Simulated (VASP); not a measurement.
OSZICAR of a VASP run on Ir:

File OSZICAR:
```
       N       E                     dE             d eps       ncg     rms          rms(c)
DAV:   1    -0.621797614504E+03   -0.62180E+03   -0.40138E-04  4376   0.142E-01    0.105E-01
DAV:   2    -0.621798943823E+03   -0.13293E-02   -0.90715E-03  4432   0.697E-01    0.445E-01
DAV:   3    -0.621797456854E+03    0.14870E-02   -0.51690E-03  4424   0.555E-01    0.256E-02
DAV:   4    -0.621797470961E+03   -0.14107E-04   -0.14811E-04  3136   0.578E-02    0.112E-02
DAV:   5    -0.621797489362E+03   -0.18401E-04   -0.17881E-05  2808   0.244E-02    0.389E-03
DAV:   6    -0.621797485713E+03    0.36486E-05   -0.22458E-06  1848   0.995E-03    0.322E-03
DAV:   7    -0.621797491544E+03   -0.58302E-05   -0.66946E-07  1576   0.610E-03    0.291E-03
DAV:   8    -0.621797491081E+03    0.46270E-06   -0.27788E-07  1424   0.363E-03
   1 F= -.62179749E+03 E0= -.62179481E+03  d E =-.803809E-02
```

**Question.** Which electronic solver shows in the log?

**Answer.** It is blocked Davidson (ALGO = Normal, or the opening steps of other solvers). The INCAR had ALGO = Normal.

**Question.** Can the final energy be trusted as converged?

**Answer.** The run converged. It stopped with EDIFF = 1E-6, NELM = 100 (r2SCAN meta-GGA, plane waves, VASP's PBE PAW potentials (set 64)).

The cell is a thin slab with vacuum, built from Ir (fcc): (211) face.
